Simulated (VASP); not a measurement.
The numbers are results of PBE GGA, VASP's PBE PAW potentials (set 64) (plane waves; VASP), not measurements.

A VASP calculation is set up with these files.

File KPOINTS:
```
kpoints
0
gamma
 9 9 9
```

INCAR:
```
SYSTEM = PdC
PREC = Accurate
ENCUT = 520
EDIFF = 1E-6
NELM = 100
ALGO = Normal
LREAL = .FALSE.
LASPH = .TRUE.
ISMEAR = 0
SIGMA = 0.05
GGA = PE
LMAXMIX = 4
LWAVE = .FALSE.
LCHARG = .FALSE.
ISIF = 2
ISYM = -1
```

**POSCAR**
```
PdC
1
    2.7230200000     0.0000000000     0.0000000000
    0.0000000000     2.7230200000     0.0000000000
    0.0000000000     0.0000000000     2.7230200000
Pd C
1 1
Direct
  0.0000000000   0.0000000000   0.0000000000
  0.5000000000   0.5000000000   0.5000000000
```

POTCAR, in this order: Pd C (PBE.64 set). Program: vasp_std.

Problem. What will the output report for the number of irreducible k-points (NKPTS), number of bands (NBANDS), largest plane-wave count, FFT grid (NGX, NGY, NGZ)?

Solution. 
| Property | Value |
|---|---|
| number of irreducible k-points (NKPTS) | 729 |
| number of bands (NBANDS) | 11 |
| largest plane-wave count | 553 |
| FFT grid (NGX, NGY, NGZ) | 20 × 20 × 20 |

The structure was generated: PdC was put into the CsCl type (Pm-3m), which need not be its known phase. The cell was not relaxed at this level. The run is one of a series of settings (ISYM = -1 against the base run), some of them coarse on purpose.
